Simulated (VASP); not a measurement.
Energy against volume of FePt (L1_0). These are PBE GGA, VASP's PBE PAW potentials (set 64) (plane waves; VASP 6.6.1) values and carry that method's errors. Run with 520 eV cut-off, 13×13×10 Γ-centred mesh, first-order Methfessel-Paxton smearing of 0.10 eV, potentials Fe Pt.

Shape and ions are relaxed at each volume.

```
V (Å³/atom)  E (eV/atom)
-----------  -----------
13.575          -7.39602
13.995          -7.40415
14.415          -7.39615
14.835          -7.37515
```

**Question.** Fit these four points and predict the energy of the run at 13.156 Å³/atom.

**Answer.** A cubic in V^(−2/3), the third-order Birch-Murnaghan form, passes through the four points with V0 = 13.98 Å³/atom and B0 = 205 GPa, and gives -7.3680 eV/atom there. The run gave -7.3689 eV/atom, -0.9 meV/atom from the fit; all five points give B0 = 202 GPa.

The compound is FePt in the L1_0 structure. It was relaxed first.
